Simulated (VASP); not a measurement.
VASP ran on this input.

### INCAR
```
SYSTEM  =  HgSe
PREC  =  Accurate; ENCUT  =  400; LREAL  =  .FALSE.
LASPH  =  .TRUE.
EDIFF  =  1E-6; NELM  =  100; ALGO  =  Normal
LMAXMIX  =  6
ISMEAR  =  0; SIGMA  =  0.05
GGA  =  PE
ISIF  =  2
LWAVE  =  .FALSE.; LCHARG  =  .FALSE.
```

File POSCAR:
```
HgSe
6.20160
  0.0000000000   0.5000000000   0.5000000000
  0.5000000000   0.0000000000   0.5000000000
  0.5000000000   0.5000000000   0.0000000000
Hg Se
1 1
Cart
  0.0000000000   0.0000000000   0.0000000000
  0.2500000000   0.2500000000   0.2500000000
```

File KPOINTS:
```
Automatic mesh
0
Gamma
6 6 6
0 0 0
```

POTCAR, in this order: Hg Se (PBE.64 set). Program: vasp_std.

**Question.** Translate this PBE calculation to Quantum ESPRESSO's pw.x.

**Answer.** One equivalent input (not run):
```
&CONTROL
  calculation = 'scf'
  pseudo_dir = './pseudo'
  outdir = './out'
  tprnfor = .true.
  tstress = .true.
/
&SYSTEM
  ibrav = 0
  nat = 2
  ntyp = 2
  ecutwfc = 86
  occupations = 'smearing'
  smearing = 'gaussian'
  degauss = 0.003675
  input_dft = 'pbe'
/
&ELECTRONS
  conv_thr = 7.3e-08
  electron_maxstep = 100
/
ATOMIC_SPECIES
  Hg 200.592 Hg.upf
  Se 78.971 Se.upf
CELL_PARAMETERS angstrom
     0.0000000    3.1008000    3.1008000
     3.1008000    0.0000000    3.1008000
     3.1008000    3.1008000    0.0000000
ATOMIC_POSITIONS crystal
  Hg   0.0000000  0.0000000  0.0000000
  Se   0.2500000  0.2500000  0.2500000
K_POINTS automatic
  6 6 6 0 0 0
```
What does not carry over: the potentials are each code's own (VASP's PAW set, PseudoDojo norm-conserving files in pw.x), so ENCUT and ecutwfc are chosen apart and not converted; conv_thr bounds pw.x's estimated SCF error, while EDIFF bounds the energy change between steps.

The compound is HgSe in the zinc blende structure. The cell was not relaxed at this level.
